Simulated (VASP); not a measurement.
Calculation: PBE GGA, VASP's PBE PAW potentials (set 64) (plane waves; VASP).

A VASP calculation is set up with these files.

**POSCAR**
```
Tc
4.390
  0.3120728929  -0.5405261959   0.0000000000
  0.3120728929   0.5405261959   0.0000000000
  0.0000000000   0.0000000000   1.0000000000
Tc
2
direct
  0.3333330000   0.6666670000   0.2500000000
  0.6666670000   0.3333330000   0.7500000000
```

File KPOINTS:
```
Regular mesh
0
gamma
  4 4 3
0 0 0
```

**INCAR**
```
! general
SYSTEM   =  Tc
PREC     =  Accurate
ENCUT    =  300
LREAL    =  F
LASPH    =  T

! electronic loop
EDIFF    =  1E-6
NELM     =  100
ALGO     =  Normal
LMAXMIX  =  4

! smearing
ISMEAR   =  0
SIGMA    =  0.2

! functional
GGA      =  PE

! ions
ISIF     =  2

! output
LWAVE    =  F
LCHARG   =  F
```

POTCAR, in this order: Tc_pv (PBE.64 set). Program: vasp_std.

Output

**OUTCAR**
```
 ion  position               nearest neighbor table
   1  0.333  0.667  0.250-   2 2.71   2 2.71   2 2.71   2 2.71   2 2.71   2 2.71
   2  0.667  0.333  0.750-   1 2.71   1 2.71   1 2.71   1 2.71   1 2.71   1 2.71
  LATTYP: Found a hexagonal cell.
 ALAT       =     2.7400003409
 C/A-ratio  =     1.6021895817
 Subroutine PRICEL returns:
 Original cell was already a primitive cell.
 Subroutine GETGRP returns: Found 24 space group operations
The static configuration has the point symmetry D_3d.
 The point group associated with its full space group is D_6h.
The dynamic configuration has the point symmetry D_3d.
 Subroutine INISYM returns: Found 24 space group operations
 Subroutine IBZKPT returns following result:
 Found      8 irreducible k-points:

 Following reciprocal coordinates:
            Coordinates               Weight
  0.000000  0.000000  0.000000      1.000000
  0.250000 -0.000000  0.000000      6.000000
  0.500000 -0.000000  0.000000      3.000000
  0.250000  0.250000  0.000000      6.000000
  0.000000  0.000000  0.333333      2.000000
  0.250000 -0.000000  0.333333     12.000000
  0.500000 -0.000000  0.333333      6.000000
...
```

File OSZICAR:
```
       N       E                     dE             d eps       ncg     rms          rms(c)
DAV:   1     0.213981593045E+03    0.21398E+03   -0.12796E+04   304   0.106E+03
DAV:   2    -0.160280325838E+02   -0.23001E+03   -0.22773E+03   279   0.357E+02
DAV:   3    -0.220828214790E+02   -0.60548E+01   -0.58659E+01   362   0.647E+01
DAV:   4    -0.222833119863E+02   -0.20049E+00   -0.18880E+00   289   0.661E+00
DAV:   5    -0.222850174612E+02   -0.17055E-02   -0.17053E-02   325   0.635E-01    0.235E+01
DAV:   6    -0.209812640534E+02    0.13038E+01   -0.30279E+00   280   0.174E+01    0.734E+00
DAV:   7    -0.208080013699E+02    0.17326E+00   -0.64119E-01   297   0.727E+00    0.792E-01
DAV:   8    -0.207967182386E+02    0.11283E-01   -0.86775E-03   273   0.101E+00    0.275E-01
DAV:   9    -0.207962143722E+02    0.50387E-03   -0.62984E-04   305   0.192E-01    0.262E-02
DAV:  10    -0.207962216221E+02   -0.72500E-05   -0.18333E-05   281   0.371E-02    0.103E-02
DAV:  11    -0.207962213806E+02    0.24148E-06   -0.17752E-06   137   0.144E-02
   1 F= -.20796221E+02 E0= -.20774732E+02  d E =-.429780E-01
```

OUTCAR:
```
------------------------ aborting loop because EDIFF is reached ----------------------------------------
  FORCE on cell =-STRESS in cart. coord.  units (eV):
  Direction    XX          YY          ZZ          XY          YZ          ZX
  --------------------------------------------------------------------------------------
  Total        0.8704325      0.8704328     -0.1712844      0.0000000      0.0000000      0.0000000
  in kB       48.8595342     48.8595504     -9.6146175      0.0000000      0.0000000      0.0000000
  external PRESSURE =      29.3681557 kB  Pullay stress =       0.0000000 kB
  volume of cell :       28.54
      direct lattice vectors                 reciprocal lattice vectors
     1.370000000 -2.372910000  0.000000000     0.364963504 -0.210711742  0.000000000
     1.370000000  2.372910000  0.000000000     0.364963504  0.210711742  0.000000000
     0.000000000  0.000000000  4.390000000     0.000000000  0.000000000  0.227790433
 POSITION                                       TOTAL-FORCE (eV/Angst)
 -----------------------------------------------------------------------------------
      1.37000      0.79097      1.09750        -0.000000     -0.000000      0.000000
      1.37000     -0.79097      3.29250         0.000000      0.000000      0.000000
 -----------------------------------------------------------------------------------
    total drift:                               -0.000026      0.000615     -0.000036
  FREE ENERGIE OF THE ION-ELECTRON SYSTEM (eV)
  ---------------------------------------------------
  free  energy   TOTEN  =       -20.7962213806 eV

  energy  without entropy=      -20.7532434000  energy(sigma->0) =      -20.77473239
```
(Selected blocks of OUTCAR.)

At this cut-off the stress carries a Pulay error, which pulls relaxed volumes low.

The structure is a typed Tc crystal (P6_3/mmc). The cell was not relaxed at this level. The k-mesh is coarse (spacing up to 0.66 per Å, 2π included), so the numbers may not be converged in it. The run is one of a series of settings (KPOINTS 4×4×3 Γ-centred mesh against the base run), some of them coarse on purpose.
